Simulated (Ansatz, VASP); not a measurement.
# Cross-check of TiC between VASP and Ansatz, part 2 of 2

Aim: how closely do two programs agree when they are given the same cell, functional and k mesh? The cell is taken from a series of runs on this material, whose earlier steps may have relaxed, scaled, displaced or heated it; both programs get it as it stands.

VASP 6.6.1 and Ansatz 0.2.0.

So far: The structure; VASP: zone-centre phonons, PBEsol, pair 1; Ansatz: zone-centre phonons, PBEsol, pair 1; Comparison.

## Step 5: VASP: zone-centre phonons, PBEsol, pair 2

Level of this step: PBEsol; plane waves and PAW (C, Ti_sv) (VASP).

Second derivatives magnify differences that forces hide, and they need a tight electronic threshold. The cell compared in this pair holds 18.20 Å³, against 17.80 Å³ for the pair before.

Input file INCAR:

```
SYSTEM = TiC
PREC = Accurate
ENCUT = 600
EDIFF = 1E-08
NELM = 120
ISMEAR = 1
SIGMA = 0.2
LREAL = .FALSE.
ALGO = Normal
GGA = PS
NBANDS = 14
LASPH = .TRUE.
LORBIT = 11
LWAVE = .FALSE.
LCHARG = .FALSE.
ISIF = 2
IBRION = 8
GGA_COMPAT = .FALSE.
KPAR = 2
```

Input file POSCAR:

```
TiC
1.0
    0.0000000000      2.0876067874      2.0876067874
    2.0876067874      0.0000000000      2.0876067874
    2.0876067874      2.0876067874      0.0000000000
C Ti
1 1
Direct
    0.5000000000      0.5000000000      0.5000000000
    0.0000000000      0.0000000000      0.0000000000
```

Input file KPOINTS:

```
Automatic mesh
0
Gamma
16 16 16
0 0 0
```

The projector-augmented-wave data sets are C and Ti_sv (PBE family, release 64).

Command:

```
$ mpirun -np 2 vasp_std
```

Numbers of over 12 decimals in the logs are rounded to 6 here.

Output:

```text
[banner, memory and clock lines left out]
running    2 mpi-ranks, on    1 nodes
[...]
[... a notice as in an earlier step ...]

 LDA part: xc-table for (Slater+PW92), standard interpolation
 POSCAR, INCAR and KPOINTS ok, starting setup
[...]
entering main loop
       N       E                     dE             d eps       ncg     rms          rms(c)
DAV:   1     0.126813737248E+03    0.12681E+03   -0.88508E+03  4060   0.154E+03
DAV:   2    -0.164688046313E+02   -0.14328E+03   -0.13502E+03  4276   0.379E+02
DAV:   3    -0.244633645023E+02   -0.79946E+01   -0.78072E+01  5278   0.864E+01
DAV:   4    -0.247946500476E+02   -0.33129E+00   -0.33101E+00  5082   0.157E+01
[...]
DAV:  16    -0.196769590004E+02    0.24492E-07   -0.32402E-08  5220   0.182E-03    0.359E-04
DAV:  17    -0.196769589673E+02    0.33162E-07   -0.13470E-09  2498   0.405E-04    0.157E-04
DAV:  18    -0.196769589679E+02   -0.67394E-09   -0.16359E-10  2282   0.125E-04
   1 F= -.19676959E+02 E0= -.19676878E+02  d E =-.242942E-03
[...]
RMM:  12    -0.119560462923E+00   -0.18549E-07   -0.29804E-08 22809   0.490E-04    0.262E-05
RMM:  13    -0.119560474230E+00   -0.11307E-07   -0.81940E-08 23094   0.273E-04    0.326E-06
RMM:  14    -0.119560479324E+00   -0.50935E-08   -0.80088E-08 23401   0.143E-04    0.119E-05
 first order change of Fermi-energy   0.27662E-03
 force on displaced ion       1 direction 1 : -13.902   0.000   0.000
 Linear response progress:
  Degree of freedom:   2/  2
       N       E                     dE             d eps       ncg     rms          rms(c)
RMM:   1    -0.675585941933E+00   -0.67559E+00    0.65064E+00  9864   0.136E+02
RMM:   2    -0.643839065954E+00    0.31747E-01   -0.24263E-01 16569   0.507E+00    0.250E-01
RMM:   3    -0.642863683013E+00    0.97538E-03   -0.19393E-02 19480   0.121E+00    0.125E-01
RMM:   4    -0.642244215237E+00    0.61947E-03   -0.77016E-03 21372   0.533E-01    0.213E-02
[...]
RMM:  17    -0.643602163311E+00   -0.79915E-07   -0.67471E-06 23216   0.135E-03    0.659E-05
RMM:  18    -0.643602222074E+00   -0.58763E-07   -0.54425E-06 20614   0.117E-03    0.737E-05
RMM:  19    -0.643602905086E+00   -0.68301E-06   -0.50962E-06 19401   0.104E-03    0.636E-05
 first order change of Fermi-energy   0.73329E-05
 force on displaced ion       2 direction 1 : -13.918   0.000   0.000
 Linear response finished
```

OUTCAR, selected parts (step 5):

```text
  Total        3.0048628      3.0048628      3.0048628     -0.0000000      0.0000000     -0.0000000
  in kB      264.5812905    264.5812905    264.5812905     -0.0000000      0.0000000     -0.0000000
  external PRESSURE =     264.5812905 kB  Pullay stress =       0.0000000 kB

 POSITION                                       TOTAL-FORCE (eV/Angst)
 -----------------------------------------------------------------------------------
      2.08761      2.08761      2.08761         0.000000     -0.000000     -0.000000
      0.00000      0.00000      0.00000        -0.000000      0.000000      0.000000
 -----------------------------------------------------------------------------------
    total drift:                                0.000000     -0.000000     -0.000000

[... 1 part as in an earlier step ...]

[... 1 further part left out ...]
```

## Step 6: Ansatz: zone-centre phonons, PBEsol, pair 2

The same cell, functional, mesh and smearing now go to Ansatz, which takes its cutoff from its data sets.

The cell is taken from a series of runs on this material, whose earlier steps may have relaxed, scaled, displaced or heated it; both programs get it as it stands.

Input file input.yaml:

```yaml
crystal:
  lattice:
    - [0.0, 2.0876067874, 2.0876067874]
    - [2.0876067874, 0.0, 2.0876067874]
    - [2.0876067874, 2.0876067874, 0.0]
  atoms:
    - { symbol: C, position: [0.5, 0.5, 0.5] }
    - { symbol: Ti, position: [0.0, 0.0, 0.0] }
kpoints:
  mp_grid: { grid: [16, 16, 16] }
hamiltonian:
  xc: pbesol
  pseudopotentials: { kind: paw, azcp: { folder: soft_1 }, xc_functional: pbe }
scf:
  occupations: { method: methfessel_paxton, width: 0.2 }
output:
  eigenvalues: true
phonons:
  method: dfpt
```

Command:

```
$ ansatz run input.yaml --threads 4 --pin off --max-ram 10240MiB --backend cpu --events-out ev --progress --plain --runs-dir out
```

Output:

```text
[...]
Crystal: 2 atoms, lattice volume = 18.196 Å³
Basis set: ecut = 420 eV, 339 PW (Γ), exchange–correlation on 40×40×40 points (8 copies of the dense FFT grid, shifted against one another)
Bands: 12, of which v1, the nominal top of the filled ones, is band 8 counted from 1 (7 counted from 0)
Symmetry: 48 space group operations
k-points: 349 of 4096 (irreducible under 8 space group operations, time reversal used)
[...]
k-point 1: bands = [... 4 lower, 3.7228, 16.6909, 16.9715, 16.9715, 17.6101, 17.6101, 18.6133, 19.5397]
  k-point 2: bands = [... 4 lower, 4.0234, 15.7437, 16.1347, 16.1347, 17.6824, 17.6824, 19.0102, 20.7497]
  k-point 348: bands = [... 4 lower, 6.7151, 13.1201, 13.1201, 13.5071, 19.6661, 19.6661, 20.5963, 22.5420]
[...]
ASR residual: 5.702e-6 → 0.000e0 eV/Å²; symmetrization residual: 2.935e-7 eV/Å²
  ASR residual per site (eV/Å²): 5.70e-6 1.10e-7
  Γ frequencies (cm⁻¹): 0.00 0.00 0.00 627.90 627.90 627.90
[...]
[key lines of the parts left out:]
SCF converged after 9 iterations
Free energy (F): -2722.303494 eV
Fermi energy:    16.476703 eV
```

## Step 7: Comparison

Compared:

```tsv
quantity	Ansatz	VASP	difference
optical mode 1 to 3 (cm⁻¹)	627.9	627.5	+0.06 %
```

Modes are paired by rising frequency, not by their patterns, so a pair may set unlike modes beside each other; they are those without the splitting of longitudinal modes.

## Step 8: VASP: zone-centre phonons, PBEsol, pair 3

Second derivatives magnify differences that forces hide, and they need a tight electronic threshold. The cell compared in this pair holds 18.59 Å³, against 18.20 Å³ for the pair before.

INCAR is that of step 5.

Input file POSCAR:

```
TiC
1.0
    0.0000000000      2.1026260577      2.1026260577
    2.1026260577      0.0000000000      2.1026260577
    2.1026260577      2.1026260577      0.0000000000
C Ti
1 1
Direct
    0.5000000000      0.5000000000      0.5000000000
    0.0000000000      0.0000000000      0.0000000000
```

KPOINTS is that of step 5.

Command:

```
$ mpirun -np 2 vasp_std
```

Output:

```text
[... set-up lines as in an earlier step ...]
 entering main loop
       N       E                     dE             d eps       ncg     rms          rms(c)
DAV:   1     0.128371712274E+03    0.12837E+03   -0.88250E+03  4068   0.154E+03
DAV:   2    -0.162089669363E+02   -0.14458E+03   -0.13561E+03  4300   0.374E+02
DAV:   3    -0.245765772898E+02   -0.83676E+01   -0.81850E+01  5210   0.871E+01
DAV:   4    -0.249133646593E+02   -0.33679E+00   -0.33646E+00  5170   0.157E+01
[...]
DAV:  14    -0.197332720108E+02    0.44023E-06   -0.23625E-06  4942   0.247E-02    0.424E-03
DAV:  15    -0.197332719528E+02    0.58008E-07   -0.13333E-07  5998   0.426E-03    0.767E-04
DAV:  16    -0.197332719439E+02    0.89030E-08   -0.23493E-08  4424   0.186E-03
   1 F= -.19733272E+02 E0= -.19733175E+02  d E =-.290406E-03
 Linear response reoptimize wavefunctions to high precision
DAV:   1    -0.197332719356E+02    0.82889E-08   -0.59061E-10  2994   0.278E-04
DAV:   2    -0.197332719356E+02    0.20464E-11   -0.63173E-11  2498   0.898E-05
 Linear response DOF=           2
 Linear response progress:
[...]
RMM:  14    -0.119177789228E+00   -0.17495E-07   -0.11927E-07 23402   0.147E-04    0.195E-06
RMM:  15    -0.119177775180E+00    0.14048E-07   -0.40243E-08 23709   0.809E-05    0.602E-06
RMM:  16    -0.119177778100E+00   -0.29194E-08   -0.35262E-08 22510   0.476E-05    0.265E-06
 first order change of Fermi-energy   0.27924E-03
 force on displaced ion       1 direction 1 : -12.957   0.000   0.000
 Linear response progress:
  Degree of freedom:   2/  2
       N       E                     dE             d eps       ncg     rms          rms(c)
RMM:   1    -0.681011544274E+00   -0.68101E+00    0.62959E+00  9866   0.137E+02
RMM:   2    -0.650641417173E+00    0.30370E-01   -0.24291E-01 16571   0.505E+00    0.245E-01
RMM:   3    -0.649511893864E+00    0.11295E-02   -0.19195E-02 19502   0.120E+00    0.122E-01
RMM:   4    -0.648832695897E+00    0.67920E-03   -0.77382E-03 21348   0.530E-01    0.215E-02
[...]
RMM:  17    -0.650163328955E+00   -0.28776E-06   -0.48491E-06 22122   0.136E-03    0.868E-05
RMM:  18    -0.650163442271E+00   -0.11332E-06   -0.38434E-06 23852   0.117E-03    0.946E-05
RMM:  19    -0.650164038451E+00   -0.59618E-06   -0.34331E-06 20106   0.103E-03    0.933E-05
 first order change of Fermi-energy   0.75080E-05
 force on displaced ion       2 direction 1 : -12.989   0.000   0.000
 Linear response finished
```

OUTCAR, selected parts (step 8):

```text
  Total        2.1917421      2.1917421      2.1917421      0.0000000     -0.0000000     -0.0000000
  in kB      188.8791060    188.8791060    188.8791060      0.0000000     -0.0000000     -0.0000000
  external PRESSURE =     188.8791060 kB  Pullay stress =       0.0000000 kB

 POSITION                                       TOTAL-FORCE (eV/Angst)
 -----------------------------------------------------------------------------------
      2.10263      2.10263      2.10263         0.000000      0.000000      0.000000
      0.00000      0.00000      0.00000        -0.000000     -0.000000     -0.000000
 -----------------------------------------------------------------------------------
    total drift:                                0.000000     -0.000000     -0.000000

[... 1 part as in an earlier step ...]

[... 1 further part left out ...]
```

## Step 9: Ansatz: zone-centre phonons, PBEsol, pair 3

The same cell, functional, mesh and smearing now go to Ansatz, which takes its cutoff from its data sets.

The cell is taken from a series of runs on this material, whose earlier steps may have relaxed, scaled, displaced or heated it; both programs get it as it stands.

input.yaml, the sections that differ from step 6:

```yaml
crystal:
  lattice:
    - [0.0, 2.1026260577, 2.1026260577]
    - [2.1026260577, 0.0, 2.1026260577]
    - [2.1026260577, 2.1026260577, 0.0]
  atoms:
    - { symbol: C, position: [0.5, 0.5, 0.5] }
    - { symbol: Ti, position: [0.0, 0.0, 0.0] }
# kpoints, hamiltonian, scf, output, phonons: as in step 6
```

Command:

```
$ ansatz run input.yaml --threads 4 --pin off --max-ram 10240MiB --backend cpu --events-out ev --progress --plain --runs-dir out
```

Output:

```text
[...]
Crystal: 2 atoms, lattice volume = 18.592 Å³
Basis set: ecut = 420 eV, 339 PW (Γ), exchange–correlation on 40×40×40 points (8 copies of the dense FFT grid, shifted against one another)
Bands: 12, of which v1, the nominal top of the filled ones, is band 8 counted from 1 (7 counted from 0)
Symmetry: 48 space group operations
k-points: 349 of 4096 (irreducible under 8 space group operations, time reversal used)
[...]
k-point 1: bands = [... 4 lower, 3.4149, 16.2992, 16.5729, 16.5729, 17.1943, 17.1943, 18.1772, 19.0768]
  k-point 2: bands = [... 4 lower, 3.7075, 15.3659, 15.7516, 15.7516, 17.2657, 17.2657, 18.5594, 20.2576]
  k-point 348: bands = [... 4 lower, 6.3774, 12.7572, 12.7572, 13.1628, 19.1904, 19.1904, 20.0823, 21.9767]
[...]
ASR residual: 1.100e-5 → 0.000e0 eV/Å²; symmetrization residual: 2.324e-7 eV/Å²
  ASR residual per site (eV/Å²): 1.10e-5 2.13e-6
  Γ frequencies (cm⁻¹): 0.00 0.00 0.00 605.81 605.81 605.81
[...]
[key lines of the parts left out:]
SCF converged after 9 iterations
Free energy (F): -2722.358955 eV
Fermi energy:    16.077521 eV
```

## Step 10: Differences

Both answers:

```tsv
quantity	Ansatz	VASP	difference
optical mode 1 to 3 (cm⁻¹)	605.8	605.9	-0.02 %
```

Modes are paired by rising frequency, not by their patterns, so a pair may set unlike modes beside each other; they are those without the splitting of longitudinal modes.

## Step 11: Outcome

```json
{"r.m.s. difference of the optical zone-centre modes, each program's sorted by frequency (zone-centre phonons, PBEsol, pair 1)": "0.41 cm⁻¹", "r.m.s. difference of the optical zone-centre modes, each program's sorted by frequency (zone-centre phonons, PBEsol, pair 2)": "0.37 cm⁻¹", "r.m.s. difference of the optical zone-centre modes, each program's sorted by frequency (zone-centre phonons, PBEsol, pair 3)": "0.096 cm⁻¹"}
```

What this shows: The r.m.s. difference of the optical zone-centre modes, each program's sorted by frequency is 0.41 cm⁻¹ (zone-centre phonons, PBEsol, pair 1). Such differences can come from data sets, numerical settings and the points named under the comparisons, not from the functional's error against experiment.

[Lines on the potential files, build, host, timing and source positions are cut from VASP's logs without a mark.]

[Logs are printed without paths, hosts, clocks, repeated set-up lines and the standing remarks that a program may print on its own settings, such as how far it seeks lower states.]

[Hosts, paths, dates, database ids (printed as entryN), source tags and the programs' standing remarks are cut or masked in the printed files.]
